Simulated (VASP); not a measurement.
Method: PBEsol GGA, VASP's PBE PAW potentials (set 64) (plane waves; VASP 6.6.1).

VASP input:

File POSCAR:
```
Cu3Au(100) slab
1
    3.7161498225     0.0000000000     0.0000000000
    0.0000000000     3.7161498225     0.0000000000
    0.0000000000     0.0000000000    26.0130487572
Cu Au
9 3
Direct
  0.5000000000   0.5000000000   0.3249691374
  0.0000000000   0.5000000000   0.3923620728
  0.5000000000   0.0000000000   0.3923620728
  0.5000000000   0.5000000000   0.4635207890
  1.0000000000   0.5000000000   0.5359249975
  0.5000000000   0.0000000000   0.5359249975
  0.5000000000   0.5000000000   0.6078138115
  0.0000000000   0.5000000000   0.6769616551
  0.5000000000   0.0000000000   0.6769616551
  0.0000000000   0.0000000000   0.3210983964
  0.0000000000   0.0000000000   0.4643490602
  0.0000000000   0.0000000000   0.6077513547
```

File KPOINTS:
```
Automatic mesh
0
Gamma
8 8 1
0 0 0
```

**INCAR**
```
SIGMA = 0.1
LWAVE = F
ALGO = Normal   ! blocked Davidson
IDIPOL = 3
EDIFF = 1E-6
SYSTEM = Cu3Au(100) slab
LMAXMIX = 6   ! l cut-off of mixed one-centre charges
ENCUT = 400
LREAL = F   ! projection in real space or not
LCHARG = F
LVHAR = T
DIPOL = 0.5 0.5 0.5
NELMIN = 4
PREC = Normal
LDIPOL = T
GGA = PS   ! PBEsol
ISMEAR = 1   ! Methfessel-Paxton
LASPH = T   ! aspherical one-centre terms
NELM = 100
LORBIT = 11
```

POTCAR, in this order: Cu Au (PBE.64 set). Program: vasp_std. Read from the step before: WAVECAR.

What VASP printed:

File OSZICAR:
```
       N       E                     dE             d eps       ncg     rms          rms(c)
DAV:   1    -0.483306737779E+02   -0.48331E+02   -0.59274E-02  4572   0.466E+00    0.306E-01
DAV:   2    -0.485305603325E+02   -0.19989E+00   -0.21176E+00  4020   0.286E+01    0.191E+00
DAV:   3    -0.483217158222E+02    0.20884E+00   -0.13849E+00  3656   0.210E+01    0.814E-02
DAV:   4    -0.483225214922E+02   -0.80567E-03   -0.86329E-03  3540   0.103E+00    0.450E-02
DAV:   5    -0.483226044059E+02   -0.82914E-04   -0.98957E-04  2756   0.471E-01    0.233E-02
DAV:   6    -0.483226057364E+02   -0.13304E-05   -0.12640E-04  2769   0.235E-01    0.128E-02
DAV:   7    -0.483226066748E+02   -0.93842E-06   -0.26518E-05  2814   0.758E-02    0.727E-03
DAV:   8    -0.483226085864E+02   -0.19116E-05   -0.91688E-06  2365   0.622E-02    0.850E-03
DAV:   9    -0.483226091190E+02   -0.53258E-06   -0.29458E-06  1953   0.470E-02
   1 F= -.48322609E+02 E0= -.48320202E+02  d E =-.722182E-02
```

OUTCAR:
```
------------------------ aborting loop because EDIFF is reached ----------------------------------------
  FORCE on cell =-STRESS in cart. coord.  units (eV):
  Direction    XX          YY          ZZ          XY          YZ          ZX
  --------------------------------------------------------------------------------------
  Total       -3.9720870     -3.9720870     -0.8534523      0.0000000      0.0000000      0.0000000
  in kB      -17.7154279    -17.7154279     -3.8063799      0.0000000      0.0000000      0.0000000
  external PRESSURE =     -13.0790786 kB  Pullay stress =       0.0000000 kB
  volume of cell :      359.23
      direct lattice vectors                 reciprocal lattice vectors
     3.716149822  0.000000000  0.000000000     0.269095717  0.000000000  0.000000000
     0.000000000  3.716149822  0.000000000     0.000000000  0.269095717  0.000000000
     0.000000000  0.000000000 26.013048757     0.000000000  0.000000000  0.038442245
 POSITION                                       TOTAL-FORCE (eV/Angst)
 -----------------------------------------------------------------------------------
      1.85807      1.85807      8.45344        -0.000000     -0.000000      0.006203
      0.00000      1.85807     10.20653         0.000000      0.000000      0.002169
      1.85807      0.00000     10.20653        -0.000000     -0.000000      0.002169
      1.85807      1.85807     12.05759        -0.000000      0.000000      0.005986
      0.00000      1.85807     13.94104         0.000000     -0.000000      0.007225
      1.85807      0.00000     13.94104        -0.000000     -0.000000      0.007225
      1.85807      1.85807     15.81109        -0.000000     -0.000000     -0.019836
      0.00000      1.85807     17.60984         0.000000     -0.000000     -0.010118
      1.85807      0.00000     17.60984        -0.000000     -0.000000     -0.010118
      0.00000      0.00000      8.35275        -0.000000     -0.000000      0.022480
      0.00000      0.00000     12.07913        -0.000000     -0.000000      0.005632
      0.00000      0.00000     15.80947        -0.000000     -0.000000     -0.019016
 -----------------------------------------------------------------------------------
    total drift:                                0.000000      0.000000     -0.035676
  FREE ENERGIE OF THE ION-ELECTRON SYSTEM (eV)
  ---------------------------------------------------
  free  energy   TOTEN  =       -48.3226091190 eV

  energy  without entropy=      -48.3153873034  energy(sigma->0) =      -48.32020185

 total charge

# of ion       s       p       d       tot
------------------------------------------
    1        0.428   0.287   9.213   9.929
    2        0.425   0.365   9.201   9.992
    3        0.425   0.365   9.201   9.992
    4        0.417   0.371   9.190   9.979
    5        0.421   0.367   9.193   9.981
    6        0.421   0.367   9.193   9.981
    7        0.421   0.374   9.197   9.991
    8        0.424   0.256   9.225   9.905
    9        0.424   0.256   9.225   9.905
   10        0.654   0.317   8.720   9.691
   11        0.657   0.494   8.659   9.810
   12        0.663   0.505   8.659   9.826
--------------------------------------------------
tot          5.779   4.325 108.877 118.982
```
(Selected blocks of OUTCAR.)

The cell is a thin slab with vacuum, built from Cu3Au (L1_2): (100) face.
